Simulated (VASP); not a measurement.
Here is the system:

```yaml
crystal:
  lattice:
    - [4.12641, 0.00000, 0.00000]
    - [0.00000, 4.12641, 0.00000]
    - [0.00000, 0.00000, 4.12641]
  atoms:
    - { symbol: Ca, position: [0.00000, 0.00000, 0.00000] }
    - { symbol: B, position: [0.79902, 0.50000, 0.50000] }
    - { symbol: B, position: [0.50000, 0.20098, 0.50000] }
    - { symbol: B, position: [0.50000, 0.79902, 0.50000] }
    - { symbol: B, position: [0.20098, 0.50000, 0.50000] }
    - { symbol: B, position: [0.50000, 0.50000, 0.79902] }
    - { symbol: B, position: [0.50000, 0.50000, 0.20098] }
```

Level of theory: PBEsol GGA, VASP's PBE PAW potentials (set 64) (plane waves; VASP 6.6.1). Numerical set-up: 520 eV cut-off, Gaussian smearing of 0.050 eV, potentials Ca_sv B.

Task: Predict the band gap (along the path) with the smallest direct gap where there is one.

Result: 
```json
{
  "band gap (along the path)": "none (metal, semimetal or under 0.01 eV)"
}
```

Total energies compare only between runs with the same potentials, cut-off and functional.

The compound is CaB6 in the cab6 structure. It was relaxed first.
